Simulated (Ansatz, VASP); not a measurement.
# Hf: VASP beside Ansatz, part 2 of 2

Aim: how closely do two programs agree when they are given the same cell, functional and k mesh? The structure shown is the end of the Ansatz relaxation below.

VASP 6.6.1 and Ansatz 0.2.0.

So far. Step 3 (VASP: single point, PBEsol, pair 1): The run ends at a pressure of 4.16 GPa.

### Step 6. VASP: single point, PBEsol, pair 2

Level of this step: PBEsol; plane waves and PAW (Hf_pv) (VASP).

The same cell, functional, mesh and smearing now go to VASP, with its own data sets.

INCAR reads:

```
SYSTEM = Hf
PREC = Accurate
ENCUT = 500
EDIFF = 1E-06
NELM = 120
ISMEAR = -1
SIGMA = 0.05
LREAL = .FALSE.
ALGO = Normal
GGA = PS
NBANDS = 16
LASPH = .TRUE.
LORBIT = 11
LWAVE = .FALSE.
LCHARG = .FALSE.
ISIF = 2
GGA_COMPAT = .FALSE.
KPAR = 2
```

POSCAR reads:

```
Hf
1.0
    3.0954515200      0.0000000000      0.0000000000
   -1.5477257600      2.6807396525      0.0000000000
    0.0000000000      0.0000000000      5.0750195471
Hf
2
Direct
    0.3333333334      0.6666666668      0.7500000000
    0.6666666668      0.3333333334      0.2500000000
```

KPOINTS reads:

```
Automatic mesh
0
Gamma
16 16 9
0 0 0
```

Potentials, in the order of the species: Hf_pv (PBE family, release 64).

Command:

```bash
$ mpirun -np 2 vasp_std
```

Numbers of over 12 decimals in the logs are rounded to 6 here.

Output:

```text
[banner, memory and clock lines left out]
running    2 mpi-ranks, on    1 nodes
[...]
[... a notice as in an earlier step ...]

 LDA part: xc-table for (Slater+PW92), standard interpolation
 POSCAR, INCAR and KPOINTS ok, starting setup
[...]
entering main loop
       N       E                     dE             d eps       ncg     rms          rms(c)
DAV:   1     0.458637269716E+02    0.45864E+02   -0.11420E+04  4808   0.117E+03
DAV:   2    -0.201384548767E+02   -0.66002E+02   -0.64565E+02  6304   0.249E+02
DAV:   3    -0.216966407738E+02   -0.15582E+01   -0.15482E+01  6432   0.264E+01
DAV:   4    -0.217078285497E+02   -0.11188E-01   -0.11185E-01  5880   0.274E+00
[...]
DAV:  10    -0.209909772186E+02    0.86215E-05   -0.37150E-05  5688   0.450E-02    0.179E-01
DAV:  11    -0.209909791752E+02   -0.19567E-05   -0.36723E-06  5984   0.139E-02    0.696E-03
DAV:  12    -0.209909791813E+02   -0.60338E-08   -0.27260E-07  3344   0.386E-03
   1 F= -.20990979E+02 E0= -.20984630E+02  d E =-.126986E-01
```

Parts of OUTCAR (step 6):

```text
  Total        1.0759500      1.0759500     -0.1177437      0.0000000      0.0000000      0.0000000
  in kB       40.9341990     40.9341990     -4.4795236      0.0000000      0.0000000      0.0000000
  external PRESSURE =      25.7962915 kB  Pullay stress =       0.0000000 kB

 POSITION                                       TOTAL-FORCE (eV/Angst)
 -----------------------------------------------------------------------------------
      0.00000      1.78716      3.80626        -0.000000      0.000000      0.000000
      1.54773      0.89358      1.26875         0.000000     -0.000000      0.000000
 -----------------------------------------------------------------------------------
    total drift:                               -0.000000     -0.000000      0.000000

  FREE ENERGIE OF THE ION-ELECTRON SYSTEM (eV)
  ---------------------------------------------------
  free  energy   TOTEN  =       -20.9909791813 eV

  energy  without entropy=      -20.9782805917  energy(sigma->0) =      -20.98462989

[... 1 part as in an earlier step ...]

[... 2 further parts left out ...]
[key lines of the parts left out:]
E-fermi :   5.1701
```

The run ends at a pressure of 2.58 GPa.

### Step 7. Comparison

What differs besides the data sets and the points named for the pairs above, as far as they apply: the data sets hold 52 valence electrons in Ansatz (on its PAW soft_1 files) and 20 in VASP. Total energies have different zeros and are not compared.

Both answers:

| quantity | Ansatz | VASP | difference |
| --- | --- | --- | --- |
| pressure (GPa) | 2.95 | 2.58 | +0.37 |

### Step 8. Ansatz: relaxation, PBEsol

This run makes the geometry at which the two programs are then compared. The cell compared in this pair holds 42.64 Å³, against 42.11 Å³ for the pair before.

The structure compared here is the end of the Ansatz relaxation.

input.yaml reads:

```yaml
crystal:
  lattice:
    - [3.12703776, 0.0, 0.0]
    - [-1.56351888, 2.7080941388, 0.0]
    - [0.0, 0.0, 5.028503072]
  atoms:
    - { symbol: Hf, position: [0.3333333, 0.6666667, 0.75] }
    - { symbol: Hf, position: [0.6666667, 0.3333333, 0.25] }
kpoints:
  mp_grid: { grid: [16, 16, 9] }
scf:
  occupations: { method: fermi_dirac, width: 0.05 }
hamiltonian:
  xc: pbesol
  pseudopotentials: { kind: paw, azcp: { folder: soft_1 }, xc_functional: pbe }
basis:
  ecutwfc: 600
output:
  forces: true
  stress: true
  write_density: true
  write_potential: true
  elf: true
  volumetric_format: npy
relax:
  f_tol: 0.005
  max_steps: 70
  cell: { stress_tol: 0.02, p_target: 0, fix: [a, b, alpha, beta, gamma] }
```

Command:

```bash
$ ansatz run input.yaml --threads 4 --pin off --max-ram 10240MiB --backend cpu --events-out ev --progress --plain --runs-dir out
```

Output:

```text
[...]
Crystal: 2 atoms, lattice volume = 42.583 Å³
Basis set: ecut = 600 eV, 1413 PW (Γ), exchange–correlation on 50×50×90 points (8 copies of the dense FFT grid, shifted against one another)
Bands: 32, of which v1, the nominal top of the filled ones, is band 26 counted from 1 (25 counted from 0)
Symmetry: 24 space group operations
[...]
k-points: 150 of 2304
[...]
k-point 149: bands = [... 22 lower, 16.9485, 16.9547, 17.6399, 17.6497, 18.8062, 18.8908, 21.2880, 21.7724, ... 2 higher]
--- Relaxed structure (3 steps of the walk, 3 accepted, 1 SCFs on fresh bases) ---
[...]
cell:  # Å, volume = 42.6430 Å³
    - [3.127038, 0, 0]
    - [-1.563519, 2.708094, 0]
    - [0, 0, 5.035596]
  atoms:
    - { symbol: Hf, position: [0.333333, 0.666667, 0.75] }
    - { symbol: Hf, position: [0.666667, 0.333333, 0.250000] }
[key lines of the parts left out:]
SCF converged after 6 iterations
Free energy (F): -31197.608650 eV
Fermi energy:    18.979133 eV
P = ⅓ Tr σ = 1.4477 GPa (14.477 kbar)
```

### Step 9. VASP: single point, PBEsol, pair 3

The same cell, functional, mesh and smearing now go to VASP, with its own data sets.

INCAR is that of step 6.

POSCAR reads:

```
Hf
1.0
    3.1270377600      0.0000000000      0.0000000000
   -1.5635188800      2.7080941388      0.0000000000
    0.0000000000      0.0000000000      5.0355962357
Hf
2
Direct
    0.3333333334      0.6666666668      0.7500000000
    0.6666666668      0.3333333334      0.2500000000
```

KPOINTS is that of step 6.

Command:

```bash
$ mpirun -np 2 vasp_std
```

Output:

```text
[... set-up lines as in an earlier step ...]
 entering main loop
       N       E                     dE             d eps       ncg     rms          rms(c)
DAV:   1     0.463912515917E+02    0.46391E+02   -0.11302E+04  4808   0.116E+03
DAV:   2    -0.201954935482E+02   -0.66587E+02   -0.65240E+02  6344   0.251E+02
DAV:   3    -0.217321581215E+02   -0.15367E+01   -0.15253E+01  6384   0.263E+01
DAV:   4    -0.217434405289E+02   -0.11282E-01   -0.11280E-01  5944   0.276E+00
[...]
DAV:  10    -0.210079061663E+02    0.87770E-05   -0.38258E-05  5696   0.453E-02    0.175E-01
DAV:  11    -0.210079079771E+02   -0.18108E-05   -0.36644E-06  5968   0.138E-02    0.126E-02
DAV:  12    -0.210079080321E+02   -0.54928E-07   -0.32434E-07  3304   0.418E-03
   1 F= -.21007908E+02 E0= -.21001689E+02  d E =-.124375E-01
```

Parts of OUTCAR (step 9):

```text
  Total        0.4893430      0.4893430     -0.1184173      0.0000000      0.0000000     -0.0000000
  in kB       18.3855317     18.3855317     -4.4491577      0.0000000      0.0000000     -0.0000000
  external PRESSURE =      10.7739685 kB  Pullay stress =       0.0000000 kB

 POSITION                                       TOTAL-FORCE (eV/Angst)
 -----------------------------------------------------------------------------------
      0.00000      1.80540      3.77670         0.000000      0.000000      0.000000
      1.56352      0.90270      1.25890        -0.000000     -0.000000      0.000000
 -----------------------------------------------------------------------------------
    total drift:                               -0.000000     -0.000000      0.000000

  FREE ENERGIE OF THE ION-ELECTRON SYSTEM (eV)
  ---------------------------------------------------
  free  energy   TOTEN  =       -21.0079080321 eV

  energy  without entropy=      -20.9954704833  energy(sigma->0) =      -21.00168926

[... 1 part as in an earlier step ...]

[... 2 further parts left out ...]
[key lines of the parts left out:]
E-fermi :   5.0921
```

The run ends at a pressure of 1.08 GPa.

### Step 10. Comparison

What differs besides the data sets and the points named for the pairs above, as far as they apply: the data sets hold 52 valence electrons in Ansatz (on its PAW soft_1 files) and 20 in VASP. Total energies have different zeros and are not compared.

The two programs side by side:

```
      quantity  Ansatz  VASP  difference
pressure (GPa)    1.45  1.08       +0.37
```

### Step 11. Results

```yaml
difference_in_pressure_single_point_pbesol_pair_1: 0.34 GPa
difference_in_pressure_single_point_pbesol_pair_2: 0.37 GPa
difference_in_pressure_single_point_pbesol_pair_3: 0.37 GPa
```

In words: The difference in pressure is 0.37 GPa (single point, PBEsol, pair 3), within the 1 GPa picked in this series as the mark of a large difference. The data sets hold unlike numbers of valence electrons (52 in Ansatz and 20 in VASP), so part of the differences may come from the potentials. 3 further pairs of this series are not shown here. Such differences can come from data sets, numerical settings and the points named under the comparisons, not from the functional's error against experiment.

[Lines on the potential files, build, host, timing and source positions are cut from VASP's logs without a mark.]

[Logs are printed without paths, hosts, clocks, repeated set-up lines and the standing remarks that a program may print on its own settings, such as how far it seeks lower states.]

[Hosts, paths, dates, database ids (printed as entryN), source tags and the programs' standing remarks are cut or masked in the printed files.]
